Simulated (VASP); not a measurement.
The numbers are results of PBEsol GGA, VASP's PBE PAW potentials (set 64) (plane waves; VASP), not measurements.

The input files of a VASP run:

### INCAR
```
SYSTEM = Ag
PREC = Accurate
ENCUT = 520
EDIFF = 1E-7
NELM = 100
ALGO = Normal
LREAL = .FALSE.
LASPH = .TRUE.
ISMEAR = 1
SIGMA = 0.1
GGA = PS
LMAXMIX = 4
LWAVE = .FALSE.
LCHARG = .FALSE.
ISIF = 2
```

**POSCAR**
```
Ag
1
    0.0000000000     2.0248907049     2.0248907049
    2.0248907049     0.0000000000     2.0248907049
    2.0248907049     2.0248907049     0.0000000000
Ag
1
Direct
  0.0000000000   0.0000000000   0.0000000000
```

### KPOINTS
```
Regular mesh
0
G
15 15 15
```

POTCAR, in this order: Ag (PBE.64 set). Program: vasp_std.

The resulting files:

OSZICAR:
```
       N       E                     dE             d eps       ncg     rms          rms(c)
DAV:   1     0.432812443948E+02    0.43281E+02   -0.57493E+03  2216   0.111E+03
DAV:   2    -0.332114797921E+01   -0.46602E+02   -0.44502E+02  2187   0.207E+02
DAV:   3    -0.366948732549E+01   -0.34834E+00   -0.34824E+00  2535   0.222E+01
DAV:   4    -0.367023469825E+01   -0.74737E-03   -0.74736E-03  2451   0.951E-01
DAV:   5    -0.367023912692E+01   -0.44287E-05   -0.44289E-05  2367   0.658E-02    0.594E+00
DAV:   6    -0.332103498561E+01    0.34920E+00   -0.16707E+00  2192   0.140E+01    0.354E+00
DAV:   7    -0.330995246848E+01    0.11083E-01   -0.13319E-02  2367   0.125E+00    0.199E+00
DAV:   8    -0.330563608022E+01    0.43164E-02   -0.73523E-04  2198   0.247E-01    0.851E-02
DAV:   9    -0.330564383449E+01   -0.77543E-05   -0.85302E-06  2501   0.277E-02    0.113E-02
DAV:  10    -0.330564730046E+01   -0.34660E-05   -0.19673E-06  2352   0.156E-02    0.561E-03
DAV:  11    -0.330564708823E+01    0.21223E-06   -0.57197E-08  1488   0.262E-03    0.283E-04
DAV:  12    -0.330564706016E+01    0.28075E-07   -0.40846E-09  1151   0.713E-04
   1 F= -.33056471E+01 E0= -.33055517E+01  d E =-.286155E-03
```

OUTCAR:
```
------------------------ aborting loop because EDIFF is reached ----------------------------------------
  FORCE on cell =-STRESS in cart. coord.  units (eV):
  Direction    XX          YY          ZZ          XY          YZ          ZX
  --------------------------------------------------------------------------------------
  Total        0.0027450      0.0027450      0.0027450      0.0000000      0.0000000     -0.0000000
  in kB        0.2648565      0.2648565      0.2648565      0.0000000      0.0000000     -0.0000000
  external PRESSURE =       0.2648565 kB  Pullay stress =       0.0000000 kB
  volume of cell :       16.60
      direct lattice vectors                 reciprocal lattice vectors
     0.000000000  2.024890705  2.024890705    -0.246926908  0.246926908  0.246926908
     2.024890705  0.000000000  2.024890705     0.246926908 -0.246926908  0.246926908
     2.024890705  2.024890705  0.000000000     0.246926908  0.246926908 -0.246926908
 POSITION                                       TOTAL-FORCE (eV/Angst)
 -----------------------------------------------------------------------------------
      0.00000      0.00000      0.00000         0.000000     -0.000000      0.000000
 -----------------------------------------------------------------------------------
    total drift:                               -0.000000      0.000000     -0.000000
  FREE ENERGIE OF THE ION-ELECTRON SYSTEM (eV)
  ---------------------------------------------------
  free  energy   TOTEN  =        -3.3056470602 eV

  energy  without entropy=       -3.3053609049  energy(sigma->0) =       -3.30555168
```
(Selected blocks of OUTCAR.)

**OUTCAR**
```
 val. band max:        8.7539127439   @ k =  -0.3333   0.2000   0.0000

 cond. band min:       8.8049894069   @ k =   0.4667   0.2667   0.0000


 Fermi energy:         8.7628830114

 k-point     1 :       0.0000    0.0000    0.0000
  band No.  band energies     occupation
      1       0.5760      2.00000
      2       3.7314      2.00000
      3       3.7314      2.00000
      4       3.7314      2.00000
      5       4.8277      2.00000
      6       4.8277      2.00000
      7      24.6455      0.00000
      8      28.3743      0.00000
      9      28.3743      0.00000

 k-point     2 :       0.0667    0.0000    0.0000
  band No.  band energies     occupation
      1       0.7179      2.00000
      2       3.6971      2.00000
      3       3.7716      2.00000
      4       3.7716      2.00000
      5       4.8121      2.00000
      6       4.8121      2.00000
      7      24.6819      0.00000
      8      27.2390      0.00000
      9      28.4448      0.00000

 k-point     3 :       0.1333    0.0000    0.0000
  band No.  band energies     occupation
      1       1.1200      2.00000
      2       3.6278      2.00000
      3       3.8685      2.00000
      4       3.8685      2.00000
      5       4.7894      2.00000
      6       4.7894      2.00000
      7      24.0894      0.00000
      8      25.7538      0.00000
      9      28.6058      0.00000

 k-point     4 :       0.2000    0.0000    0.0000
  band No.  band energies     occupation
      1       1.6724      2.00000
      2       3.6571      2.00000
      3       3.9457      2.00000
      4       3.9457      2.00000
      5       4.8344      2.00000
      6       4.8344      2.00000
      7      21.8440      0.00000
      8      25.5098      0.00000
      9      28.6921      0.00000

 k-point     5 :       0.2667    0.0000    0.0000
  band No.  band energies     occupation
      1       2.0771      2.00000
      2       3.9298      2.00000
      3       3.9298      2.00000
...
```

The compound is Ag in the fcc structure. It was relaxed first.
